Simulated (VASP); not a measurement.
Output of a VASP run:

### OSZICAR
```
       N       E                     dE             d eps       ncg     rms          rms(c)
DAV:   1     0.856670775991E+02    0.85667E+02   -0.11041E+04 13064   0.200E+03
DAV:   2    -0.885091612581E-01   -0.85756E+02   -0.84589E+02 13096   0.276E+02
DAV:   3    -0.240307196661E+01   -0.23146E+01   -0.23111E+01 16144   0.564E+01
DAV:   4    -0.240902467468E+01   -0.59527E-02   -0.59525E-02 14856   0.290E+00
DAV:   5    -0.240903392034E+01   -0.92457E-05   -0.92458E-05 15840   0.935E-02    0.395E+00
DAV:   6    -0.221735319503E+01    0.19168E+00   -0.94904E-01 12984   0.216E+01    0.300E+00
DAV:   7    -0.220847827510E+01    0.88749E-02   -0.28425E-02 16168   0.312E+00    0.155E+00
DAV:   8    -0.220407221174E+01    0.44061E-02   -0.16356E-03 17144   0.667E-01    0.455E-02
DAV:   9    -0.220407467697E+01   -0.24652E-05   -0.23015E-04 18072   0.228E-01    0.336E-02
DAV:  10    -0.220407722998E+01   -0.25530E-05   -0.23227E-05 13856   0.665E-02    0.284E-03
DAV:  11    -0.220407699214E+01    0.23784E-06   -0.13740E-07  8664   0.534E-03
   1 F= -.22040770E+01 E0= -.22039156E+01  d E =-.484172E-03
```

OUTCAR:
```
------------------------ aborting loop because EDIFF is reached ----------------------------------------
  FORCE on cell =-STRESS in cart. coord.  units (eV):
  Direction    XX          YY          ZZ          XY          YZ          ZX
  --------------------------------------------------------------------------------------
  Total       -0.3214456     -0.2344250     -0.2053737      0.0766867      0.0000000      0.0000000
  in kB      -16.8967027    -12.3224872    -10.7954140      4.0310137      0.0000000      0.0000000
  external PRESSURE =     -13.3382013 kB  Pullay stress =       0.0000000 kB
  volume of cell :       30.48
      direct lattice vectors                 reciprocal lattice vectors
     1.355363000 -2.335246000  0.000000000     0.368904862 -0.214110205  0.000000000
     1.355363000  2.335246000  0.000000000     0.368904862  0.214110205  0.000000000
     0.000000000  0.000000000  4.815017000     0.000000000  0.000000000  0.207683587
 POSITION                                       TOTAL-FORCE (eV/Angst)
 -----------------------------------------------------------------------------------
      1.35536      0.77842      1.20375         0.051162     -0.010031     -0.000000
      1.44702     -0.77842      3.61126        -0.051162      0.010031      0.000000
 -----------------------------------------------------------------------------------
    total drift:                               -0.000376     -0.000001      0.000000
  FREE ENERGIE OF THE ION-ELECTRON SYSTEM (eV)
  ---------------------------------------------------
  free  energy   TOTEN  =        -2.2040769921 eV

  energy  without entropy=       -2.2035928203  energy(sigma->0) =       -2.20391560
```
(Selected blocks of OUTCAR.)

### POSCAR
```
Zn
1
    1.3553630000    -2.3352460000     0.0000000000
    1.3553630000     2.3352460000     0.0000000000
    0.0000000000     0.0000000000     4.8150170000
Zn
2
Direct
  0.3333330000   0.6666670000   0.2500000000
  0.7004800000   0.3671460000   0.7500000000
```

Reconstruct the remaining input files.

Several could match; the one computed here: the input of the run itself, PBE GGA, plane waves, VASP's PBE PAW potentials (set 64).

**KPOINTS**
```
Automatic mesh
0
Gamma
14 14 7
0 0 0
```

**INCAR**
```
# general
SYSTEM  = Zn
PREC    = Accurate
ENCUT   = 400   # plane-wave cut-off (eV)
LREAL   = Auto   # projection in real space or not
LASPH   = T   # aspherical one-centre terms

# electronic loop
EDIFF   = 1E-6   # SCF stop (eV)
NELM    = 100   # most electronic steps
ALGO    = Normal
LMAXMIX = 4

# smearing
ISMEAR  = 1   # Methfessel-Paxton
SIGMA   = 0.1   # width (eV)

# functional
GGA     = PE   # PBE

# ions
ISIF    = 2   # forces and stress, cell fixed

# output
LWAVE   = F
LCHARG  = F
```

POTCAR, in this order: Zn (PBE.64 set). Program: vasp_std.

The compound is Zn in the hcp structure. The cell was not relaxed at this level, atoms are displaced from their ideal sites. The run is one of a series of settings (LREAL = Auto against the base run), some of them coarse on purpose.
